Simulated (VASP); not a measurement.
Output of a VASP run:

OSZICAR:
```
       N       E                     dE             d eps       ncg     rms          rms(c)
DAV:   1     0.242327536493E+03    0.24233E+03   -0.68874E+03  3466   0.119E+03
DAV:   2     0.299922895021E+02   -0.21234E+03   -0.21061E+03  5178   0.316E+02
DAV:   3    -0.112082715808E+02   -0.41201E+02   -0.40771E+02  5858   0.147E+02
DAV:   4    -0.148840577102E+02   -0.36758E+01   -0.36002E+01  6855   0.443E+01
DAV:   5    -0.152139345728E+02   -0.32988E+00   -0.32670E+00  5508   0.125E+01    0.344E+00
DAV:   6    -0.150934099822E+02    0.12052E+00   -0.10789E+00  6868   0.713E+00    0.184E+00
DAV:   7    -0.150606609588E+02    0.32749E-01   -0.11777E-01  6316   0.224E+00    0.722E-01
DAV:   8    -0.150540895816E+02    0.65714E-02   -0.13114E-02  6868   0.881E-01    0.101E-01
DAV:   9    -0.150537736207E+02    0.31596E-03   -0.21086E-03  6580   0.342E-01    0.527E-02
DAV:  10    -0.150536987722E+02    0.74849E-04   -0.30054E-04  6652   0.135E-01    0.275E-02
DAV:  11    -0.150536798041E+02    0.18968E-04   -0.48620E-05  6156   0.577E-02    0.628E-03
DAV:  12    -0.150536789504E+02    0.85363E-06   -0.73501E-06  4524   0.250E-02
   1 F= -.15053679E+02 E0= -.15050743E+02  d E =-.587254E-02
```

### OUTCAR
```
------------------------ aborting loop because EDIFF is reached ----------------------------------------
  FORCE on cell =-STRESS in cart. coord.  units (eV):
  Direction    XX          YY          ZZ          XY          YZ          ZX
  --------------------------------------------------------------------------------------
  Total       -2.1896074     -2.3952128     -2.3873836     -0.0960493     -0.0295964      0.2130889
  in kB      -28.3880780    -31.0537361    -30.9522306     -1.2452718     -0.3837150      2.7626802
  external PRESSURE =     -30.1313483 kB  Pullay stress =       0.0000000 kB
  volume of cell :      123.58
      direct lattice vectors                 reciprocal lattice vectors
     5.615470000  0.000000000  0.000000000     0.178079484  0.000000000  0.000000000
     0.000000000  3.801460000  0.000000000     0.000000000  0.263056826  0.000000000
     0.000000000  0.000000000  5.789010000     0.000000000  0.000000000  0.172741108
 POSITION                                       TOTAL-FORCE (eV/Angst)
 -----------------------------------------------------------------------------------
      4.15346      0.03046      4.56304         0.291528     -0.022299      0.047450
      1.45207      3.73144      1.20554        -0.240589      0.212169      0.050430
      1.43826      1.87636      4.02302        -0.228942      0.036531      0.057904
      4.18715      1.96466      1.78642         0.178003     -0.226401     -0.155784
 -----------------------------------------------------------------------------------
    total drift:                               -0.000145     -0.000277     -0.000496
  FREE ENERGIE OF THE ION-ELECTRON SYSTEM (eV)
  ---------------------------------------------------
  free  energy   TOTEN  =       -15.0536789504 eV

  energy  without entropy=      -15.0478064133  energy(sigma->0) =      -15.05074268
```
(Selected blocks of OUTCAR.)

POSCAR:
```
LaMg
1
    5.6154700000     0.0000000000     0.0000000000
    0.0000000000     3.8014600000     0.0000000000
    0.0000000000     0.0000000000     5.7890100000
La Mg
2 2
Direct
  0.7396460000   0.0080130000   0.7882250000
  0.2585840000  -0.0184190000   0.2082460000
  0.2561240000   0.4935890000   0.6949410000
  0.7456460000   0.5168170000   0.3085890000
```

### Question
Write an INCAR and KPOINTS that could have produced this output.

### Answer
One answer among several that fit: the input of the run itself, LDA (Ceperley-Alder, Perdew-Zunger), plane waves, VASP's LDA PAW potentials (set 64).

**INCAR**
```
PREC  =  Accurate
ALGO  =  Normal   ! blocked Davidson
SYSTEM  =  LaMg
LASPH  =  .TRUE.
LREAL  =  .FALSE.   ! projection in real space or not
ENCUT  =  300   ! plane-wave cut-off (eV)
LCHARG  =  .FALSE.
LWAVE  =  .FALSE.
LMAXMIX  =  6   ! l cut-off of mixed one-centre charges
NELM  =  100   ! most electronic steps
SIGMA  =  0.05   ! width (eV)
ISMEAR  =  0   ! Gaussian
ISIF  =  2   ! forces and stress, cell fixed
EDIFF  =  1E-6   ! SCF stop (eV)
```

### KPOINTS
```
Automatic mesh
0
Gamma
5 8 5
0 0 0
```

POTCAR, in this order: La Mg (LDA.64 set). Program: vasp_std.

At this cut-off the stress carries a Pulay error, which pulls relaxed volumes low.

The structure comes from a computed database's LaMg entry (Pmma); how it stands against other phases isn't given here. The cell was not relaxed at this level, atoms are displaced from their ideal sites.
